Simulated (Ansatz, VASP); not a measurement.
## TaRu in VASP and in Ansatz

The input INCAR:

```
SYSTEM = TaRu
PREC = Accurate ; ENCUT = 520
EDIFF = 1E-8 ; ISMEAR = -1
SIGMA = 0.05 ; LREAL = .FALSE.
LASPH = .TRUE. ; NELM = 100
ALGO = Normal ; ISIF = 2
LWAVE = .FALSE. ; LCHARG = .FALSE.
LEFG = .TRUE. ; NBANDS = 20
```

Contents of KPOINTS:

```
regular mesh
0
G
  11 11 11
  0 0 0
```

File POSCAR:

```
TaRu
1.0
    2.9509755062      0.0000000000      0.0000000000
    0.0000000000      2.9509755062      0.0000000000
    0.0000000000      0.0000000000      2.9509755062
Ta Ru
1 1
Direct
    0.5000000000      0.5000000000      0.5000000000
    0.0000000000      0.0000000000      0.0000000000
```

Input for Ansatz:

```yaml
crystal:
  lattice:
    - [2.9509755062, 0.0, 0.0]
    - [0.0, 2.9509755062, 0.0]
    - [0.0, 0.0, 2.9509755062]
  atoms:
    - { symbol: Ta, position: [0.5, 0.5, 0.5] }
    - { symbol: Ru, position: [0.0, 0.0, 0.0] }
kpoints:
  mp_grid: { grid: [11, 11, 11] }
  band_path:
    path:
      - [0.0, 0.0, 0.0]
      - [0.0, 0.5, 0.0]
      - [0.5, 0.5, 0.0]
      - [0.0, 0.0, 0.0]
      - [0.5, 0.5, 0.5]
      - [0.0, 0.5, 0.0]
      - [0.5, 0.5, 0.5]
      - [0.5, 0.5, 0.0]
    npoints: 6
scf:
  occupations: { method: fermi_dirac, width: 0.05 }
hamiltonian:
  xc: lda
  pseudopotentials: { kind: paw }
output:
  forces: true
  stress: true
  eigenvalues: true
  efg: { contact_densities: true }
  populations: true
```

Change from the starting cell: volume scaled by 0.8, PAW files.

Alike in both runs: task electric field gradients; functional LDA; k mesh 11 × 11 × 11; occupations fermi-dirac, width 0.05 eV; no spin polarisation.

```csv
,VASP,Ansatz
version,VASP 6.6.1,Ansatz 0.2.0
potentials or method,"VASP PAW LDA potentials, release 64 (Ta_pv, Ru_pv)","PAW with Ansatz's default frozen-core files, scalar-relativistic"
plane-wave cutoff (eV),520,420
valence electrons in the cell,25,29
```

|  | VASP | Ansatz | Ansatz less VASP |
| --- | --- | --- | --- |
| pressure (GPa) | 69.4 | 67.2 | -2.26 |
| Vzz of the field gradient on the site that differs most (V/Å²) | 0.0 | 0.0 | 0.00 |

The two sets of potentials don't hold the same shells in valence. Ansatz warned: «gradients_without_spin_orbit».

Caveats: the cell as given lies far from equilibrium; so large a pressure means that the cell lies far from this level's equilibrium, or that cutoff or potentials fall short (VASP). Spin-orbit coupling is left out, which matters for the levels of Ta.
